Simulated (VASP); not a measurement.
VASP ran on this input.

INCAR:
```
ISIF = 2   # forces and stress, cell fixed
GGA_COMPAT = .FALSE.
NELM = 100   # most electronic steps
LREAL = .FALSE.
LSORBIT = .TRUE.
LORBIT = 11   # lm-projected
SIGMA = 0.1   # width (eV)
MAGMOM = 12*0.0
PREC = Accurate
LCHARG = .FALSE.
EDIFF = 1E-6   # SCF stop (eV)
ALGO = Normal   # blocked Davidson
ISMEAR = -1   # Fermi-Dirac
LNONCOLLINEAR = .TRUE.
ENCUT = 300   # plane-wave cut-off (eV)
LASPH = .TRUE.
GGA = PE   # PBE
SYSTEM = Tc3Ag
LWAVE = .FALSE.
LMAXMIX = 4   # l cut-off of mixed one-centre charges
```

**POSCAR**
```
Tc3Ag
1
    0.0000000000     3.3782460000     3.3782460000
    3.3782460000     0.0000000000     3.3782460000
    3.3782460000     3.3782460000     0.0000000000
Ag Tc
1 3
Direct
  0.0000000000   0.0000000000   0.0000000000
  0.5000000000   0.5000000000   0.5000000000
  0.2500000000   0.2500000000   0.2500000000
  0.7500000000   0.7500000000   0.7500000000
```

### KPOINTS
```
Regular mesh
0
G
  7 7 7
```

POTCAR, in this order: Ag Tc_pv (PBE.64 set). Program: vasp_ncl.

**Question.** Write an equivalent input for Quantum ESPRESSO's pw.x.

**Answer.** One equivalent input (not run):
```
&CONTROL
  calculation = 'scf'
  pseudo_dir = './pseudo'
  outdir = './out'
  tprnfor = .true.
  tstress = .true.
/
&SYSTEM
  ibrav = 0
  nat = 4
  ntyp = 2
  ecutwfc = 84
  occupations = 'smearing'
  smearing = 'fermi-dirac'
  degauss = 0.00735
  input_dft = 'pbe'
  noncolin = .true.
  lspinorb = .true.
/
&ELECTRONS
  conv_thr = 7.3e-08
  electron_maxstep = 100
/
ATOMIC_SPECIES
  Ag 107.868 Ag.upf
  Tc 97.907 Tc.upf
CELL_PARAMETERS angstrom
     0.0000000    3.3782460    3.3782460
     3.3782460    0.0000000    3.3782460
     3.3782460    3.3782460    0.0000000
ATOMIC_POSITIONS crystal
  Ag   0.0000000  0.0000000  0.0000000
  Tc   0.5000000  0.5000000  0.5000000
  Tc   0.2500000  0.2500000  0.2500000
  Tc   0.7500000  0.7500000  0.7500000
K_POINTS automatic
  7 7 7 0 0 0
```
Limits of the translation: the potentials are each code's own (VASP's PAW set, PseudoDojo norm-conserving files, fully relativistic, in pw.x), so ENCUT and ecutwfc are chosen apart and not converted; conv_thr bounds pw.x's estimated SCF error, while EDIFF bounds the energy change between steps.

The structure was generated: Tc3Ag was put into an ordered model structure, which need not be its known phase. The cell was not relaxed at this level. The run is one of a series of settings (GGA_COMPAT = .FALSE., LNONCOLLINEAR = .TRUE., LSORBIT = .TRUE., MAGMOM = 0.0 0.0 0.0 0.0 0.0 0.0 0.0 0.0 0.0 0.0 0.0 0.0, program vasp_ncl against the base run), some of them coarse on purpose.
